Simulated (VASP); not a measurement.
**YNb: single point with PBE**

Crystal: YNb.

```
CELL_PARAMETERS angstrom
0.00000 2.95774 2.95774
2.95774 0.00000 2.95774
2.95774 2.95774 0.00000
ATOMIC_POSITIONS crystal
Y 0.50000 0.50000 0.50000
Nb 0.00000 0.00000 0.00000
```

The cell was built by a generator and needn't be a form met in nature.

| Property | Result |
| --- | --- |
| Program | VASP 6.6.1 |
| Task | single point |
| Functional | PBE |
| Potentials or basis | VASP PAW PBE potentials, release 64 (Y_sv, Nb_sv) |
| Cutoff | 520 eV |
| k mesh | 8 × 8 × 8 |
| Occupations | fermi-dirac, width 0.05 eV |
| Spin | no spin polarisation |
| Further INCAR settings | ALGO = Normal; EDIFF = 1e-07; NBANDS = 19 |

The pressure is -0.1 GPa. The band gap on the k mesh is none (metal or under the smearing width).

Levels at points of the mesh, in eV from the Fermi level:
```csv
k point,band 10,band 11,band 12,band 13,band 14,band 15
"(0.00, 0.00, 0.00)",-1.42,-1.42,-1.29,-1.29,-1.29,5.69
"(0.50, 0.00, 0.00)",-1.52,0.21,0.21,1.25,1.25,1.67
"(0.50, 0.50, 0.00)",-1.82,-0.68,-0.18,0.62,1.54,1.54
```

Run time: 29 s on 1 thread of Intel(R) Xeon(R) Platinum 8259CL CPU @ 2.50GHz (Skylake/Cascade Lake), with other jobs on the host, peak memory 0.2 GiB.
